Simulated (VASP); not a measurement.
Energy against volume of InP (zinc blende). Computed with HSE06 screened hybrid, VASP's PBE PAW potentials (set 64) (plane waves; VASP).

| V (Å³/atom) | E (eV/atom) |
|---|---|
| 24.051 | -4.98284 |
| 24.844 | -5.00162 |
| 25.637 | -5.00774 |
| 26.430 | -5.00314 |
| 27.222 | -4.98952 |

### Question
Fit a third-order Birch-Murnaghan equation of state.

### Answer

- volume per atom = 25.67 Å³/atom
- bulk modulus = 69.3 GPa
- pressure derivative of the bulk modulus = 4.49
- lattice constant a = 5.900 Å

Measured: bulk modulus 72.0 GPa at 0 K (computed value off by -3.7 %), as given by Daniel Mejia-Rodriguez et al., Physical Review B (2018), arXiv:1807.09216 [0 K value with the zero-point phonon effect removed]; a 5.858 Å at 0 K (computed value off by +0.7 %), as given by Daniel Mejia-Rodriguez et al., Physical Review B (2018), arXiv:1807.09216 [static lattice: zero-point anharmonic expansion removed].

The compound is InP in the zinc blende structure. It was relaxed first. The cell's shape comes from a PBE relaxation.
